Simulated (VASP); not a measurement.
Input:

```yaml
crystal:
  lattice:
    - [0.00000, 2.13607, 2.13607]
    - [2.13607, 0.00000, 2.13607]
    - [2.13607, 2.13607, 0.00000]
  atoms:
    - { symbol: Be, position: [0.25000, 0.25000, 0.25000] }
    - { symbol: Be, position: [0.75000, 0.75000, 0.75000] }
    - { symbol: C, position: [0.00000, 0.00000, 0.00000] }
```

All values below come from LDA (Ceperley-Alder, Perdew-Zunger), VASP's LDA PAW potentials (set 64) (plane waves; VASP 6.6.1). Run with 520 eV cut-off, 8×8×8 Γ-centred mesh, Gaussian smearing of 0.050 eV, potentials Be C.

**Question.** Predict the energy per atom (σ→0), band gap (on the k-mesh) with the smallest direct gap where there is one.

**Answer.** 
```json
{
 "band gap (on the k-mesh)": "1.20 eV",
 "smallest direct gap (on the k-mesh)": "4.09 eV",
 "energy per atom (σ→0)": "-6.477 eV/atom"
}
```

The absolute energy has meaning only against runs of the same code, potentials and settings.

The compound is Be2C in the antifluorite structure. It was relaxed first. The start is the result of an earlier pass.
